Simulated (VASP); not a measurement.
Given:

```
KMgF3
1.0
    4.04437     0.00000     0.00000
    0.00000     4.04437     0.00000
    0.00000     0.00000     4.04437
K Mg F
1 1 3
Direct
  0.00000   0.00000   0.00000
  0.50000   0.50000   0.50000
  0.50000   0.00000   0.50000
  0.00000   0.50000   0.50000
  0.50000   0.50000   0.00000
```

Calculation: PBE GGA, VASP's PBE PAW potentials (set 64) (plane waves; VASP). Numerical set-up: 520 eV cut-off, 6×6×6 Γ-centred mesh, tetrahedra with Blöchl corrections, potentials K_sv Mg F.

The cores are frozen, which limits the accuracy of field gradients.

Q: Give the principal components of the electric field gradient (V/Å²) and the asymmetry η at each nucleus.

A: 
```json
[
 {"atom": "K1", "Vxx": "0.0", "Vyy": "0.0", "Vzz": "0.0", "η": "-"},
 {"atom": "Mg2", "Vxx": "0.0", "Vyy": "0.0", "Vzz": "0.0", "η": "-"},
 {"atom": "F3", "Vxx": "-24.6", "Vyy": "-24.6", "Vzz": "49.2", "η": "0.00"},
 {"atom": "F4", "Vxx": "-24.6", "Vyy": "-24.6", "Vzz": "49.2", "η": "0.00"},
 {"atom": "F5", "Vxx": "-24.6", "Vyy": "-24.6", "Vzz": "49.2", "η": "0.00"}
]
```

The compound is KMgF3 in the cubic perovskite structure. It was relaxed first.
